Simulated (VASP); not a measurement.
Elastic constants (GPa) of a crystal from PBEsol GGA, VASP's PBE PAW potentials (set 64) (VASP):

```
       xx     yy     zz    yz    xz    xy
--  -----  -----  -----  ----  ----  ----
xx  135.5   60.7   60.7   0.0   0.0   0.0
yy   60.7  135.5   60.7   0.0   0.0   0.0
zz   60.7   60.7  135.5   0.0   0.0   0.0
yz    0.0    0.0    0.0  67.8   0.0   0.0
xz    0.0    0.0    0.0   0.0  67.8   0.0
xy    0.0    0.0    0.0   0.0   0.0  67.8
```

**Question.** Work out the Voigt, Reuss and Hill moduli, Young's modulus and Poisson's ratio.

**Answer.** All eigenvalues are positive (smallest 67.8 GPa), so the crystal is stable. K_V = (C11+C22+C33+2(C12+C13+C23))/9 = (406.5 + 2×182.1)/9 = 85.6 GPa; G_V = (406.5 − 182.1 + 3×203.4)/15 = 55.6 GPa. From the compliances, K_R = 85.6 GPa and G_R = 51.2 GPa. Hill: K = 85.6 GPa, G = 53.4 GPa, E = 9KG/(3K+G) = 132.6 GPa, ν = (3K−2G)/(2(3K+G)) = 0.242. K/G = 1.60, below Pugh's 1.75; universal anisotropy A^U = 0.44.

**Question.** With a density of 4.17 g/cm³, what are the mean sound speeds?

**Answer.** v_l = √((K+4G/3)/ρ) = 6.13 km/s and v_t = √(G/ρ) = 3.58 km/s. The crystal is GaP (space group F-43m), cubic.

The structure comes from a measured GaP entry (F-43m) of the Crystallography Open Database, whose conditions weren't checked. It was relaxed first.
